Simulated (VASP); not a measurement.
Consider the following.

```
CELL_PARAMETERS angstrom
      4.09127     0.00000     0.00000
     -2.04564     3.54314     0.00000
      0.00000     0.00000    18.11964
ATOMIC_POSITIONS crystal
  In 0.33333 0.66667 0.32788
  In 0.66667 0.33333 0.67212
  In 0.66667 0.33333 0.82788
  In 0.33333 0.66667 0.17212
  Se 0.33333 0.66667 0.60188
  Se 0.66667 0.33333 0.39812
  Se 0.66667 0.33333 0.10188
  Se 0.33333 0.66667 0.89812
```

These are PBE GGA, VASP's PBE PAW potentials (set 64) (plane waves; VASP) values and carry that method's errors. Run with 400 eV cut-off, 6×6×1 Γ-centred mesh, Gaussian smearing of 0.050 eV, potentials In_d Se.

Without a dispersion term in the relaxation, distances and binding between the weakly bound layers, chains or molecules are unreliable, and so is what depends on them. Unless said otherwise, spin-orbit coupling is left out, though it shifts the bands of the heavy elements here.

### Question
Predict the energy per atom (σ→0), band gap (on the k-mesh) with the smallest direct gap where there is one.

### Answer

band gap (on the k-mesh): 0.60 eV
smallest direct gap (on the k-mesh): 0.60 eV
energy per atom (σ→0): -3.553 eV/atom

The structure comes from a computed database's InSe entry (P6_3/mmc), a phase known from measurement. It was relaxed first, which changed the volume by +7 %.
